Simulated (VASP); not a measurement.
Method: LDA (Ceperley-Alder, Perdew-Zunger), VASP's LDA PAW potentials (set 64) (plane waves; VASP 6.6.1).

A VASP calculation is set up with these files.

**INCAR**
```
LWAVE=.False.
SIGMA=0.05   # width (eV)
SYSTEM=SnTe
LASPH=.True.
ENCUT=400
NELM=100   # most electronic steps
LCHARG=.False.
LREAL=.False.
NSW=30
ISMEAR=0
IBRION=1   # quasi-Newton
ALGO=Normal   # blocked Davidson
ISIF=2   # forces and stress, cell fixed
EDIFFG=-0.001
PREC=Accurate
EDIFF=1E-8   # SCF stop (eV)
LMAXMIX=4
```

**KPOINTS**
```
Automatic mesh
0
Gamma
7 7 7
0 0 0
```

POSCAR:
```
SnTe
1
    0.0000000000     3.1158694049     3.1158694049
    3.1158694049     0.0000000000     3.1158694049
    3.1158694049     3.1158694049     0.0000000000
Sn Te
1 1
Direct
  1.0000000000   0.0000000000   1.0000000000
  0.5000000000   0.5000000000   0.5000000000
```

POTCAR, in this order: Sn_d Te (LDA.64 set). Program: vasp_std.

What VASP printed:

OSZICAR:
```
       N       E                     dE             d eps       ncg     rms          rms(c)
DAV:   1     0.112674568015E+03    0.11267E+03   -0.87220E+03   566   0.135E+03
DAV:   2     0.901303794049E-01   -0.11258E+03   -0.11059E+03   596   0.326E+02
DAV:   3    -0.866001033903E+01   -0.87501E+01   -0.85855E+01   740   0.903E+01
DAV:   4    -0.888422575374E+01   -0.22422E+00   -0.22417E+00   618   0.160E+01
DAV:   5    -0.889381007639E+01   -0.95843E-02   -0.95842E-02   808   0.299E+00    0.518E+00
DAV:   6    -0.884407129960E+01    0.49739E-01   -0.10784E-01   752   0.270E+00    0.331E+00
DAV:   7    -0.883978777671E+01    0.42835E-02   -0.41278E-02   712   0.130E+00    0.664E-01
DAV:   8    -0.883877295261E+01    0.10148E-02   -0.71137E-03   656   0.777E-01    0.161E-01
DAV:   9    -0.883880699838E+01   -0.34046E-04   -0.55301E-04   670   0.235E-01    0.551E-02
DAV:  10    -0.883878875893E+01    0.18239E-04   -0.61621E-05   698   0.782E-02    0.247E-02
DAV:  11    -0.883878904808E+01   -0.28914E-06   -0.26767E-05   700   0.447E-02    0.151E-02
DAV:  12    -0.883878841826E+01    0.62982E-06   -0.30106E-06   662   0.155E-02    0.855E-03
DAV:  13    -0.883878839632E+01    0.21932E-07   -0.23311E-07   662   0.324E-03    0.288E-03
DAV:  14    -0.883878837062E+01    0.25701E-07   -0.73670E-08   716   0.368E-03    0.183E-03
DAV:  15    -0.883878836947E+01    0.11491E-08   -0.21267E-08   414   0.955E-04
   1 F= -.88387884E+01 E0= -.88387884E+01  d E =-.883879E+01
```

File OUTCAR:
```
------------------------ aborting loop because EDIFF is reached ----------------------------------------
  FORCE on cell =-STRESS in cart. coord.  units (eV):
  Direction    XX          YY          ZZ          XY          YZ          ZX
  --------------------------------------------------------------------------------------
  Total        0.0171431      0.0171431      0.0171431      0.0000000      0.0000000      0.0000000
  in kB        0.4539757      0.4539757      0.4539757      0.0000000      0.0000000      0.0000000
  external PRESSURE =       0.4539757 kB  Pullay stress =       0.0000000 kB
  volume of cell :       60.50
      direct lattice vectors                 reciprocal lattice vectors
     0.000000000  3.115869405  3.115869405    -0.160468856  0.160468856  0.160468856
     3.115869405  0.000000000  3.115869405     0.160468856 -0.160468856  0.160468856
     3.115869405  3.115869405  0.000000000     0.160468856  0.160468856 -0.160468856
 POSITION                                       TOTAL-FORCE (eV/Angst)
 -----------------------------------------------------------------------------------
      0.00000      0.00000      0.00000        -0.000000     -0.000000     -0.000000
      3.11587      3.11587      3.11587         0.000000      0.000000      0.000000
 -----------------------------------------------------------------------------------
    total drift:                               -0.000000      0.000000      0.000000
  FREE ENERGIE OF THE ION-ELECTRON SYSTEM (eV)
  ---------------------------------------------------
  free  energy   TOTEN  =        -8.8387883695 eV

  energy  without entropy=       -8.8387883695  energy(sigma->0) =       -8.83878837

 reached required accuracy - stopping structural energy minimisation
```
(Selected blocks of OUTCAR.)

The structure comes from a computed database's SnTe entry (Fm-3m); how it stands against other phases isn't given here. It was relaxed first, which changed the volume by -6 %. The start is the result of an earlier pass.
